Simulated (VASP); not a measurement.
Computed with PBE GGA, VASP's PBE PAW potentials (set 64) (plane waves; VASP).

A VASP calculation is set up with these files.

**POSCAR**
```
C36Si35
1
    4.6409808260    -8.0384148411     0.0000000000
    4.6409808260     8.0384148411     0.0000000000
    0.0000000000     0.0000000000    10.1276834096
Si C
35 36
Direct
  0.0000000000   0.0000000000   0.0000000000
  0.9986750000   0.9935190000   0.5028560000
  0.2200850000   0.1094860000   0.7476040000
  0.1122240000   0.2220930000   0.2523140000
  0.0000000000   0.3333330000   0.0000000000
  0.0001120000   0.3317480000   0.4965490000
  0.2230820000   0.4445960000   0.7455800000
  0.1111110000   0.5555560000   0.2501800000
  0.0000000000   0.6666670000   0.0000000000
  0.0000000000   0.6666670000   0.5000000000
  0.2222220000   0.7777780000   0.7501800000
  0.1111110000   0.8888890000   0.2501800000
  0.3333330000   0.0000000000   0.0000000000
  0.3302200000   0.9970740000   0.5002590000
  0.5555560000   0.1111110000   0.7501800000
  0.4475130000   0.2288710000   0.2499970000
  0.3333330000   0.3333330000   0.0000000000
  0.5599170000   0.4495750000   0.7540550000
  0.4407220000   0.5552200000   0.2473410000
  0.3333330000   0.6666670000   0.0000000000
  0.3382410000   0.6709830000   0.4989270000
  0.5555560000   0.7777780000   0.7501800000
  0.4444440000   0.8888890000   0.2501800000
  0.6666670000   0.0000000000   0.0000000000
  0.6666670000   0.0000000000   0.5000000000
  0.8888890000   0.1111110000   0.7501800000
  0.7777780000   0.2222220000   0.2501800000
  0.6666670000   0.3333330000   0.0000000000
  0.6704650000   0.3402420000   0.4953440000
  0.8888890000   0.4444440000   0.7501800000
  0.7777780000   0.5555560000   0.2501800000
  0.6666670000   0.6666670000   0.0000000000
  0.6722270000   0.6716700000   0.5003710000
  0.8888890000   0.7777780000   0.7501800000
  0.7777780000   0.8888890000   0.2501800000
  0.0000000000   0.0000000000   0.8121600000
  0.0000000000   0.0000000000   0.3121600000
  0.2158890000   0.1078640000   0.5628170000
  0.1111110000   0.2222220000   0.0632900000
  0.0000000000   0.3333330000   0.8121600000
  0.0000000000   0.3333330000   0.3121600000
  0.2258780000   0.4457540000   0.5672040000
  0.1111110000   0.5555560000   0.0632900000
  0.0000000000   0.6666670000   0.8121600000
  0.0000000000   0.6666670000   0.3121600000
  0.2222220000   0.7777780000   0.5632900000
  0.1111110000   0.8888890000   0.0632900000
  0.3333330000   0.0000000000   0.8121600000
  0.3333330000   0.0000000000   0.3121600000
  0.5555560000   0.1111110000   0.5632900000
  0.4444440000   0.2222220000   0.0632900000
  0.3324580000   0.3296280000   0.8096660000
  0.3273980000   0.3287610000   0.3157480000
  0.5506570000   0.4441300000   0.5625610000
  0.4444440000   0.5555560000   0.0632900000
  0.3333330000   0.6666670000   0.8121600000
  0.3333330000   0.6666670000   0.3121600000
  0.5555560000   0.7777780000   0.5632900000
  0.4444440000   0.8888890000   0.0632900000
  0.6666670000   0.0000000000   0.8121600000
  0.6666670000   0.0000000000   0.3121600000
  0.8888890000   0.1111110000   0.5632900000
  0.7777780000   0.2222220000   0.0632900000
  0.6666670000   0.3333330000   0.8121600000
  0.6666670000   0.3333330000   0.3121600000
  0.8888890000   0.4444440000   0.5632900000
  0.7777780000   0.5555560000   0.0632900000
  0.6666670000   0.6666670000   0.8121600000
  0.6666670000   0.6666670000   0.3121600000
  0.8888890000   0.7777780000   0.5632900000
  0.7777780000   0.8888890000   0.0632900000
```

File KPOINTS:
```
Automatic mesh
0
Gamma
1 1 1
0 0 0
```

**INCAR**
```
# general
SYSTEM  = C36Si35
PREC    = Normal
ENCUT   = 400
LREAL   = Auto
LASPH   = T
ISYM    = 0
NELECT  = 283.0

# electronic loop
EDIFF   = 1E-5
NELM    = 100
NELMIN  = 4
ALGO    = Fast

# smearing
ISMEAR  = 0
SIGMA   = 0.05

# functional
GGA     = PE

# spin
ISPIN   = 2
MAGMOM  = 71*0.0141
NUPDOWN = 1

# ions
IBRION  = 2
NSW     = 60
ISIF    = 2
EDIFFG  = -0.03

# output
LWAVE   = T
LCHARG  = F
LORBIT  = 10
```

POTCAR, in this order: Si C (PBE.64 set). Program: vasp_gam.

**Question.** What will the output report for the number of irreducible k-points (NKPTS), largest plane-wave count, FFT grid (NGX, NGY, NGZ)?

**Answer.** 
```json
{
 "number of irreducible k-points (NKPTS)": "1",
 "largest_plane_wave_count": "6857",
 "FFT grid (NGX, NGY, NGZ)": "48 × 48 × 50"
}
```

The cell is a supercell with a defect, built from SiC (4h): vac_Si, charge +1.
